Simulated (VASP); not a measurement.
Given:

```
CELL_PARAMETERS angstrom
     -1.43500     1.43500     1.43500
      1.43500    -1.43500     1.43500
      1.43500     1.43500    -1.43500
ATOMIC_POSITIONS crystal
  Fe 0.00000 0.00000 0.00000
```
Starting moments (μB, in the order of the record's atoms Fe): 2.5.

All values below come from PBE GGA with D3 dispersion (Becke-Johnson damping), VASP's PBE PAW potentials (set 64) (plane waves; VASP). Numerical set-up: 520 eV cut-off, 16×16×16 Γ-centred mesh, first-order Methfessel-Paxton smearing of 0.10 eV, potentials Fe.

Energy and stress use the plane-wave basis of the starting cell.

Task: The ions, cell shape and volume are relaxed. Which structure does the run end with?

Result: 
```
CELL_PARAMETERS angstrom
     -1.40208     1.40208     1.40208
      1.40208    -1.40208     1.40208
      1.40208     1.40208    -1.40208
ATOMIC_POSITIONS crystal
  Fe 0.00000 0.00000 0.00000
```
Space group Im-3m (229), at a tolerance of 0.03 Å. The cell ends with 2.12 μB, on the sites 2.12 μB.

Task: How do energy and volume change from the first to the last step?

Result: The energy (σ→0) changes by -28.8 meV/atom and the volume by -6.7 %, in 4 ionic steps.

The compound is Fe in the bcc structure. This run relaxes it. Symmetry was kept, so distortions that lower it aren't found.
